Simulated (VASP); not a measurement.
Here is the system:

```
CELL_PARAMETERS angstrom
      3.60017     0.00000     0.00000
      0.00000     3.60017     0.00000
      0.00000     0.00000     5.22516
ATOMIC_POSITIONS crystal
  Zr 0.99319 0.00778 0.99954
  Zr 0.49028 0.49936 0.50120
  O  0.01042 0.49013 0.29953
  O  0.00000 0.49887 0.80398
  O  0.49752 0.99652 0.19979
  O  0.50859 0.00734 0.69597
```

Method: LDA (Ceperley-Alder, Perdew-Zunger), VASP's LDA PAW potentials (set 64) (plane waves; VASP). Settings: 400 eV cut-off, 4×4×4 Γ-centred mesh shifted by (0.5, 0.5, 0.5), first-order Methfessel-Paxton smearing of 0.50 eV, potentials Zr_sv O.

At this cut-off the stress carries a Pulay error, which pulls relaxed volumes low.  Energy and stress use the plane-wave basis of the starting cell.

**Question.** The ions, cell shape and volume are relaxed. What does this cell relax into?

**Answer.** 
```
CELL_PARAMETERS angstrom
      3.54113     0.00007    -0.00004
      0.00007     3.54026    -0.00026
      0.00018    -0.00061     5.07650
ATOMIC_POSITIONS crystal
  Zr 0.99995 0.00007 0.00006
  Zr 0.49988 0.50007 0.49994
  O  0.99992 0.49984 0.28659
  O  0.00017 0.50008 0.78659
  O  0.50006 0.99990 0.21343
  O  0.50002 0.00004 0.71340
```
Space group P4_2/nmc (137), at a tolerance of 0.03 Å.

**Question.** How do energy and volume change from the first to the last step?

**Answer.** The energy (σ→0) changes by -37.9 meV/atom and the volume by -6.0 %, in 25 ionic steps.

The structure comes from a computed database's ZrO2 entry; how it stands against other phases isn't given here. In the starting cell atoms are displaced from their ideal sites. This run relaxes it. The k-mesh is coarse (spacing up to 0.44 per Å, 2π included), so the numbers may not be converged in it. The run is one of a series of settings (EDIFFG = -0.01, GGA removed, IBRION = 2, ISIF = 3, ISMEAR = 1, NSW = 50, SIGMA = 0.5, KPOINTS 4×4×4 Γ-centred mesh shifted by (0.5, 0.5, 0.5), POTCAR Zr_sv O (LDA.64 set) against the base run), some of them coarse on purpose.
